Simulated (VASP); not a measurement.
OSZICAR of a VASP run on PbO2 (rutile):

File OSZICAR:
```
       N       E                     dE             d eps       ncg     rms          rms(c)
DAV:   1     0.654103121057E+03    0.65410E+03   -0.24210E+04  1488   0.189E+03
DAV:   2     0.357053629084E+02   -0.61840E+03   -0.59918E+03  1600   0.515E+02
DAV:   3    -0.542655748833E+02   -0.89971E+02   -0.87530E+02  2034   0.223E+02
DAV:   4    -0.574081287958E+02   -0.31426E+01   -0.31288E+01  1907   0.449E+01
DAV:   5    -0.575056398597E+02   -0.97511E-01   -0.97486E-01  1984   0.713E+00    0.122E+01
DAV:   6    -0.275944362159E+01    0.54746E+02   -0.90060E+01  1960   0.198E+02    0.623E+00
DAV:   7    -0.136937290669E+01    0.13901E+01   -0.75646E+00  1847   0.353E+01    0.382E+00
DAV:   8    -0.547949835339E+01   -0.41101E+01   -0.44798E+00  1502   0.169E+01    0.192E+00
DAV:   9    -0.129390623501E+01    0.41856E+01   -0.34412E+00  1631   0.171E+01    0.424E-01
DAV:  10    -0.119060173415E+01    0.10330E+00   -0.40494E-01  1600   0.561E+00    0.241E-01
DAV:  11    -0.117579475384E+01    0.14807E-01   -0.15467E-02  2054   0.138E+00    0.180E-01
DAV:  12    -0.118363807330E+01   -0.78433E-02   -0.14750E-02  1877   0.128E+00    0.861E-02
DAV:  13    -0.118321406686E+01    0.42401E-03   -0.32281E-03  2151   0.678E-01    0.560E-02
DAV:  14    -0.118304783124E+01    0.16624E-03   -0.45542E-04  2029   0.373E-01    0.213E-02
DAV:  15    -0.118318342886E+01   -0.13560E-03   -0.11754E-04  2040   0.140E-01    0.190E-02
DAV:  16    -0.118327659729E+01   -0.93168E-04   -0.99101E-05  2313   0.123E-01    0.997E-03
DAV:  17    -0.118326880550E+01    0.77918E-05   -0.30741E-05  1656   0.600E-02    0.533E-03
DAV:  18    -0.118327233274E+01   -0.35272E-05   -0.56012E-06  1931   0.285E-02    0.174E-03
DAV:  19    -0.118327143375E+01    0.89899E-06   -0.17739E-06  2326   0.125E-02    0.181E-03
DAV:  20    -0.118327133259E+01    0.10117E-06   -0.17921E-07  1170   0.514E-03    0.124E-03
DAV:  21    -0.118327164434E+01   -0.31176E-06   -0.30020E-07  1323   0.472E-03    0.190E-04
DAV:  22    -0.118327162105E+01    0.23293E-07   -0.31333E-08  1045   0.229E-03
   1 F= -.11832716E+01 E0= -.11829463E+01  d E =-.118327E+01
       N       E                     dE             d eps       ncg     rms          rms(c)
DAV:   1    -0.120164124980E+01   -0.18370E-01   -0.32836E+00  1488   0.136E+01    0.893E-01
DAV:   2    -0.119327438376E+01    0.83669E-02   -0.18038E-01  1813   0.365E+00    0.540E-01
DAV:   3    -0.119097686889E+01    0.22975E-02   -0.29111E-02  1994   0.191E+00    0.153E-01
DAV:   4    -0.119261909455E+01   -0.16422E-02   -0.92375E-03  1868   0.918E-01    0.364E-02
DAV:   5    -0.119304668159E+01   -0.42759E-03   -0.41958E-03  1558   0.577E-01    0.406E-02
DAV:   6    -0.119308213642E+01   -0.35455E-04   -0.58559E-04  1628   0.208E-01    0.125E-02
DAV:   7    -0.119317364583E+01   -0.91509E-04   -0.10274E-04  1736   0.990E-02    0.779E-03
DAV:   8    -0.119315501344E+01    0.18632E-04   -0.11255E-05  1948   0.329E-02    0.356E-03
DAV:   9    -0.119315594350E+01   -0.93006E-06   -0.36258E-06  1586   0.179E-02    0.235E-03
DAV:  10    -0.119315374115E+01    0.22023E-05   -0.29668E-06  1778   0.160E-02    0.682E-04
DAV:  11    -0.119315378319E+01   -0.42036E-07   -0.26118E-07  1325   0.500E-03
   2 F= -.11931538E+01 E0= -.11928114E+01  d E =-.988216E-02
       N       E                     dE             d eps       ncg     rms          rms(c)
DAV:   1    -0.119434447574E+01   -0.11907E-02   -0.28796E-01  1488   0.404E+00    0.263E-01
DAV:   2    -0.119368140467E+01    0.66307E-03   -0.15849E-02  1813   0.109E+00    0.159E-01
DAV:   3    -0.119347427569E+01    0.20713E-03   -0.25135E-03  2039   0.559E-01    0.448E-02
DAV:   4    -0.119361508168E+01   -0.14081E-03   -0.78541E-04  1892   0.266E-01    0.108E-02
DAV:   5    -0.119364681883E+01   -0.31737E-04   -0.37466E-04  1565   0.172E-01    0.121E-02
DAV:   6    -0.119365207831E+01   -0.52595E-05   -0.58822E-05  1586   0.661E-02    0.353E-03
DAV:   7    -0.119365994931E+01   -0.78710E-05   -0.10219E-05  1762   0.315E-02    0.221E-03
DAV:   8    -0.119365781913E+01    0.21302E-05   -0.92766E-07  1733   0.885E-03    0.961E-04
DAV:   9    -0.119365798771E+01   -0.16858E-06   -0.46113E-07  1558   0.630E-03    0.435E-04
DAV:  10    -0.119365787721E+01    0.11050E-06   -0.17102E-07  1140   0.384E-03    0.187E-04
DAV:  11    -0.119365787837E+01   -0.11605E-08   -0.20504E-08   877   0.179E-03
   3 F= -.11936579E+01 E0= -.11933127E+01  d E =-.103863E-01
       N       E                     dE             d eps       ncg     rms          rms(c)
DAV:   1    -0.119420342076E+01   -0.54554E-03   -0.44489E-01  1488   0.500E+00    0.312E-01
DAV:   2    -0.119446642078E+01   -0.26300E-03   -0.19954E-02  1831   0.127E+00    0.187E-01
DAV:   3    -0.119461811126E+01   -0.15169E-03   -0.45272E-03  1680   0.669E-01    0.608E-02
DAV:   4    -0.119492244209E+01   -0.30433E-03   -0.15965E-03  1496   0.342E-01    0.110E-02
DAV:   5    -0.119507031397E+01   -0.14787E-03   -0.51929E-04  1558   0.191E-01    0.835E-03
DAV:   6    -0.119510005211E+01   -0.29738E-04   -0.52018E-05  1684   0.626E-02    0.283E-03
DAV:   7    -0.119510230381E+01   -0.22517E-05   -0.54628E-06  1764   0.232E-02    0.185E-03
DAV:   8    -0.119509999866E+01    0.23052E-05   -0.15100E-06  1661   0.112E-02    0.134E-03
DAV:   9    -0.119510106043E+01   -0.10618E-05   -0.15283E-06  1516   0.113E-02    0.292E-04
DAV:  10    -0.119510100781E+01    0.52619E-07   -0.74548E-08  1031   0.266E-03
   4 F= -.11951010E+01 E0= -.11947530E+01  d E =-.144313E-02
       N       E                     dE             d eps       ncg     rms          rms(c)
DAV:   1    -0.119434285344E+01    0.75821E-03   -0.50415E-01  1488   0.532E+00    0.332E-01
DAV:   2    -0.119465296400E+01   -0.31011E-03   -0.22604E-02  1831   0.135E+00    0.199E-01
DAV:   3    -0.119482861402E+01   -0.17565E-03   -0.50849E-03  1688   0.711E-01    0.647E-02
DAV:   4    -0.119516248748E+01   -0.33387E-03   -0.17966E-03  1496   0.364E-01    0.117E-02
DAV:   5    -0.119533384150E+01   -0.17135E-03   -0.57798E-04  1558   0.202E-01    0.879E-03
DAV:   6    -0.119536508179E+01   -0.31240E-04   -0.59441E-05  1670   0.672E-02    0.284E-03
DAV:   7    -0.119536687057E+01   -0.17888E-05   -0.70549E-06  1772   0.260E-02    0.204E-03
DAV:   8    -0.119536417343E+01    0.26971E-05   -0.16877E-06  1691   0.119E-02    0.150E-03
DAV:   9    -0.119536543884E+01   -0.12654E-05   -0.17914E-06  1516   0.122E-02    0.318E-04
DAV:  10    -0.119536537359E+01    0.65251E-07   -0.90167E-08  1066   0.292E-03
   5 F= -.11953654E+01 E0= -.11950183E+01  d E =-.170750E-02
       N       E                     dE             d eps       ncg     rms          rms(c)
DAV:   1    -0.119533476531E+01    0.30674E-04   -0.45377E-02  1488   0.160E+00    0.997E-02
DAV:   2    -0.119536083795E+01   -0.26073E-04   -0.20334E-03  1831   0.406E-01    0.595E-02
DAV:   3    -0.119537615208E+01   -0.15314E-04   -0.46236E-04  1688   0.213E-01    0.194E-02
DAV:   4    -0.119540775218E+01   -0.31600E-04   -0.16408E-04  1488   0.110E-01    0.354E-03
DAV:   5    -0.119542261559E+01   -0.14863E-04   -0.54341E-05  1558   0.617E-02    0.267E-03
DAV:   6    -0.119542582620E+01   -0.32106E-05   -0.44025E-06  1712   0.180E-02    0.114E-03
DAV:   7    -0.119542635599E+01   -0.52979E-06   -0.52936E-07  1678   0.737E-03    0.412E-04
DAV:   8    -0.119542630327E+01    0.52721E-07   -0.49926E-08   933   0.196E-03
   6 F= -.11954263E+01 E0= -.11950787E+01  d E =-.176842E-02
```

**Question.** Which electronic solver shows in the log?

**Answer.** It is blocked Davidson (ALGO = Normal, or the opening steps of other solvers). The INCAR had ALGO = Normal.

**Question.** Can the final energy be trusted as converged?

**Answer.** Self-consistency was reached. It stopped with EDIFF = 1E-7, NELM = 100, NSW = 30 and EDIFFG = -0.01 after 6 ionic steps (MS2 meta-GGA, plane waves, VASP's PBE PAW potentials (set 64)).

The compound is PbO2 in the rutile structure. This cell is one point of a volume scan, at 0.94 of the reference volume. Symmetry was kept, so distortions that lower it aren't found.
